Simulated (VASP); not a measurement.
Consider the following.

```
CELL_PARAMETERS angstrom
      3.65552    -6.31998    -0.01475
      1.82275     3.15710     0.00000
     -0.01195     0.00690     5.96098
ATOMIC_POSITIONS crystal
  Zn 0.36588 0.36588 0.48801
  Zn 0.16430 0.66430 0.99159
  Zn 0.80346 0.30346 0.48640
  Zn 0.66922 0.66922 0.04963
  S  0.34564 0.34564 0.87398
  S  0.16276 0.66276 0.37648
  S  0.82114 0.32114 0.87900
  O  0.66761 0.66761 0.38290
```

The numbers are results of PBEsol GGA, VASP's PBE PAW potentials (set 64) (plane waves; VASP), not measurements. Run with 520 eV cut-off, 4×8×4 Γ-centred mesh, tetrahedra with Blöchl corrections, potentials Zn S O.

The cores are frozen, which limits the accuracy of field gradients.

Question: Give the principal components of the electric field gradient (V/Å²) and the asymmetry η at each nucleus.

Answer: 
```json
[
 {"atom": "Zn1", "Vxx": "12.5", "Vyy": "0.7", "Vzz": "-13.3", "η": "0.89"},
 {"atom": "Zn2", "Vxx": "-9.8", "Vyy": "-2.0", "Vzz": "11.8", "η": "0.66"},
 {"atom": "Zn3", "Vxx": "-7.1", "Vyy": "-3.6", "Vzz": "10.8", "η": "0.32"},
 {"atom": "Zn4", "Vxx": "11.9", "Vyy": "6.6", "Vzz": "-18.6", "η": "0.29"},
 {"atom": "S5", "Vxx": "-10.3", "Vyy": "-8.2", "Vzz": "18.5", "η": "0.11"},
 {"atom": "S6", "Vxx": "-21.9", "Vyy": "-18.0", "Vzz": "39.9", "η": "0.10"},
 {"atom": "S7", "Vxx": "-21.6", "Vyy": "-15.2", "Vzz": "36.9", "η": "0.17"},
 {"atom": "O8", "Vxx": "-18.6", "Vyy": "-3.1", "Vzz": "21.6", "η": "0.71"}
]
```

The structure was generated: Zn4OS3 was put into an ordered model structure (Pm), which need not be its known phase. It was relaxed first.
